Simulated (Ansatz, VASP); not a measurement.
# Ag3PbSBr3 in two plane-wave programs, part 3 of 3

Aim: how closely do two programs agree when they are given the same cell, functional and k mesh? The cell is generated by rule, not measured, and may not be a known phase. Of the first pair: The two relaxations start from unlike cells of this crystal (the structure described is Ansatz's start), so only their ends are compared.

VASP 6.6.1 and Ansatz 0.2.0.

So far: VASP: relaxation of cell and atoms, LDA, pair 1; Ansatz: relaxation of cell and atoms, LDA, pair 1; Differences; Ansatz: relaxation of cell and atoms, LDA, pair 2; VASP: relaxation of cell and atoms, LDA, pair 2; Side by side.

**8. VASP: relaxation of cell and atoms, LDA, pair 3**

Level of this step: LDA; plane waves and PAW (Ag, Br, Pb_d, S); invented cell (VASP).

The relaxed volume is the usual yardstick between codes: in a stiff, nearly cubic crystal its relative difference is about their pressure difference at one cell divided by the bulk modulus.

Contents of INCAR:

```
SYSTEM = Ag3PbSBr3
PREC = Accurate
ENCUT = 500
EDIFF = 1E-07
NELM = 120
ISMEAR = 1
SIGMA = 0.15
LREAL = .FALSE.
ALGO = Normal
GGA = CA
NBANDS = 45
LASPH = .TRUE.
LORBIT = 11
LWAVE = .FALSE.
LCHARG = .FALSE.
ISIF = 3
IBRION = 2
NSW = 80
EDIFFG = -0.005
GGA_COMPAT = .FALSE.
NELMIN = 4
KPAR = 2
```

Contents of POSCAR:

```
Ag3PbSBr3
1.0
    2.8441820000      2.8441820000      0.0000000000
   -2.8441820000      2.8441820000      0.0000000000
    0.0000000000      0.0000000000     11.2075080000
Ag Br Pb S
3 3 1 1
Direct
    0.5000000000      0.5000000000      0.2296009068
    0.0000000000      0.0000000000      0.5000000000
    0.5000000000      0.5000000000      0.7703990932
    0.0000000000      0.0000000000      0.2648989410
    0.5000000000      0.5000000000      0.5000000000
    0.0000000000      0.0000000000      0.7351010590
    0.0000000000      0.0000000000      0.0000000000
    0.5000000000      0.5000000000      0.0000000000
```

Contents of KPOINTS:

```
Automatic mesh
0
Gamma
8 8 4
0 0 0
```

The projector-augmented-wave data sets are Ag, Br, Pb_d and S (LDA family, release 64).

Run with:

```sh
$ mpirun -np 2 vasp_std
```

Numbers of over 12 decimals in the logs are rounded to 6 here.

What it wrote:

```text
[... set-up lines as in an earlier step ...]
 entering main loop
       N       E                     dE             d eps       ncg     rms          rms(c)
DAV:   1     0.630521992279E+03    0.63052E+03   -0.33658E+04  4050   0.155E+03
DAV:   2     0.408438793633E+02   -0.58968E+03   -0.56694E+03  4296   0.379E+02
DAV:   3    -0.270560407127E+02   -0.67900E+02   -0.66350E+02  5070   0.133E+02
DAV:   4    -0.299409736502E+02   -0.28849E+01   -0.28633E+01  4573   0.276E+01
[...]
DAV:  12    -0.291538234197E+02    0.63205E-05   -0.29115E-05  5053   0.419E-02    0.763E-03
DAV:  13    -0.291538237326E+02   -0.31290E-06   -0.59543E-06  4841   0.106E-02    0.336E-03
DAV:  14    -0.291538236551E+02    0.77503E-07   -0.86639E-07  4746   0.701E-03
   1 F= -.29153824E+02 E0= -.29153817E+02  d E =-.291538E+02
[...]
N       E                     dE             d eps       ncg     rms          rms(c)
DAV:   1    -0.291567215021E+02   -0.28978E-02   -0.64965E-02  4503   0.213E+00    0.354E-01
DAV:   2    -0.291541427646E+02    0.25787E-02   -0.80599E-03  4414   0.827E-01    0.122E-01
DAV:   3    -0.291539436473E+02    0.19912E-03   -0.74371E-04  4669   0.180E-01    0.852E-02
DAV:   4    -0.291539099874E+02    0.33660E-04   -0.18794E-04  5145   0.131E-01    0.205E-02
DAV:   5    -0.291539033974E+02    0.65899E-05   -0.52804E-05  4756   0.590E-02    0.152E-02
DAV:   6    -0.291539037062E+02   -0.30876E-06   -0.53565E-06  4553   0.148E-02    0.834E-03
DAV:   7    -0.291539029747E+02    0.73147E-06   -0.50743E-06  4084   0.199E-02    0.127E-03
DAV:   8    -0.291539030406E+02   -0.65917E-07   -0.73574E-07  4213   0.480E-03
   2 F= -.29153903E+02 E0= -.29153892E+02  d E =-.793855E-04
 trial-energy change:   -0.000079  1 .order   -0.000075   -0.000222    0.000072
 step:   0.7707(harm=  0.7557)  dis= 0.00008  next Energy=   -29.153911 (dE=-0.876E-04)
 reached required accuracy - stopping structural energy minimisation
```

From OUTCAR (step 8):

```text
  Total       -0.0375231     -0.0375231     -0.0350796      0.0000000     -0.0000000      0.0000000
  in kB       -0.3309050     -0.3309050     -0.3093561      0.0000000     -0.0000000      0.0000000
  external PRESSURE =      -0.3237220 kB  Pullay stress =       0.0000000 kB

 POSITION                                       TOTAL-FORCE (eV/Angst)
 -----------------------------------------------------------------------------------
      0.00000      2.84578      2.57548        -0.000000     -0.000000     -0.001729
      0.00000      5.69156      5.60846        -0.000000     -0.000000      0.000000
      0.00000      2.84578      8.64143         0.000000      0.000000      0.001729
     -2.84578      2.84578      2.97146        -0.000000     -0.000000     -0.000090
      0.00000      2.84578      5.60846         0.000000     -0.000000      0.000000
      0.00000      5.69156      8.24546         0.000000      0.000000      0.000090
      0.00000      5.69156      0.00000         0.000000     -0.000000      0.000000
      0.00000      2.84578      0.00000         0.000000     -0.000000      0.000000
 -----------------------------------------------------------------------------------
    total drift:                               -0.000000      0.000000      0.000000

  FREE ENERGIE OF THE ION-ELECTRON SYSTEM (eV)
  ---------------------------------------------------
  free  energy   TOTEN  =       -29.1539030406 eV

  energy  without entropy=      -29.1538707033  energy(sigma->0) =      -29.15389226

[... 2 parts as in an earlier step ...]

[... 2 further parts left out ...]
[key lines of the parts left out:]
E-fermi :   5.4566
```

**9. Ansatz: relaxation of cell and atoms, LDA, pair 3**

The same cell, functional (in two slightly different forms), mesh and smearing now go to Ansatz, which takes its cutoff from its data sets.

The cell is taken from a series of runs on this material, whose earlier steps may have relaxed, scaled, displaced or heated it; both programs get it as it stands.

Contents of input.yaml:

```yaml
crystal:
  lattice:
    - [2.8441817403, 2.8441817403, 0.0]
    - [-2.8441817403, 2.8441817403, 0.0]
    - [0.0, 0.0, 11.2075082376]
  atoms:
    - { symbol: Ag, position: [0.5, 0.5, 0.2296009426] }
    - { symbol: Ag, position: [0.0, 0.0, 0.5] }
    - { symbol: Ag, position: [0.5, 0.5, 0.7703990574] }
    - { symbol: Br, position: [1.0, 0.0, 0.264898919] }
    - { symbol: Br, position: [0.5, 0.5, 0.5] }
    - { symbol: Br, position: [1.0, 0.0, 0.735101081] }
    - { symbol: Pb, position: [0.0, 0.0, 0.0] }
    - { symbol: S, position: [0.5, 0.5, 0.0] }
kpoints:
  mp_grid: { grid: [8, 8, 4] }
hamiltonian:
  xc: lda
scf:
  occupations: { method: methfessel_paxton, width: 0.15 }
output:
  forces: true
  stress: true
  eigenvalues: true
relax:
  adjacent_minimum: "off"
  f_tol: 0.001
  max_steps: 60
  cell: { stress_tol: 0.01 }
```

Run with:

```sh
$ ansatz run input.yaml --threads 8 --pin off --max-ram 14336MiB --backend cpu --events-out ev --progress --plain --runs-dir out
```

What it wrote:

```text
[...]
Crystal: 8 atoms, lattice volume = 181.323 Å³
Basis set: ecut = 420 eV, 3541 PW (Γ)
Bands: 59, of which v1, the nominal top of the filled ones, is band 49 counted from 1 (48 counted from 0)
Symmetry: 16 space group operations
[...]
k-points: 45 of 256
[...]
- [2.844223, 2.844223, 0.0]
    - [-2.844223, 2.844223, 0.0]
    - [0.0, 0.0, 11.208214]
  atoms:
    - { symbol: Ag, position: [0.5, 0.5, 0.229537] }
    - { symbol: Ag, position: [0, 0, 0.5] }
    - { symbol: Ag, position: [0.5, 0.5, 0.770463] }
    - { symbol: Br, position: [1.0, 0.0, 0.264915] }
    - { symbol: Br, position: [0.5, 0.5, 0.5] }
    - { symbol: Br, position: [1.0, 0.0, 0.735085] }
    - { symbol: Pb, position: [0, 0, 0.0] }
    - { symbol: S, position: [0.5, 0.5, 0.0] }
[key lines of the parts left out:]
SCF converged after 6 iterations
Free energy (F): -42930.291046 eV
Fermi energy:    9.616712 eV
P = ⅓ Tr σ = -0.0063 GPa (-0.063 kbar)
```

**10. Comparison**

What differs besides the data sets and the points named for the pairs above, as far as they apply: the data sets hold 98 valence electrons in Ansatz (on its default PAW (the set named soft_2) files) and 74 in VASP. Total energies have different zeros and are not compared.

Compared:

| quantity | Ansatz | VASP | difference |
| --- | --- | --- | --- |
| volume (Å³) | 181.34 | 181.68 | -0.19 % |
| edge a after relaxation, in the typed setting (Å) | 4.022 | 4.024 | -0.05 % |
| edge c after relaxation, in the typed setting (Å) | 11.208 | 11.217 | -0.08 % |

**11. Results**

| Item | Value |
| --- | --- |
| difference in volume (relaxation of cell and atoms, LDA, pair 1) | 0.23 % |
| difference in volume (relaxation of cell and atoms, LDA, pair 2) | -0.15 % |
| difference in volume (relaxation of cell and atoms, LDA, pair 3) | -0.19 % |

In words: The difference in volume is 0.23 % (relaxation of cell and atoms, LDA, pair 1), within the 1.2 % picked in this series as the mark of a large difference, as far as the stopping tolerances let one tell. The data sets hold unlike numbers of valence electrons (98 in Ansatz and 74 in VASP), so part of the differences comes from the potentials. Such differences can come from data sets, numerical settings and the points named under the comparisons, not from the functional's error against experiment.

[Lines on the potential files, build, host, timing and source positions are cut from VASP's logs without a mark.]

[Logs are printed without paths, hosts, clocks, repeated set-up lines and the standing remarks that a program may print on its own settings, such as how far it seeks lower states.]

[Hosts, paths, dates, database ids (printed as entryN), source tags and the programs' standing remarks are cut or masked in the printed files.]
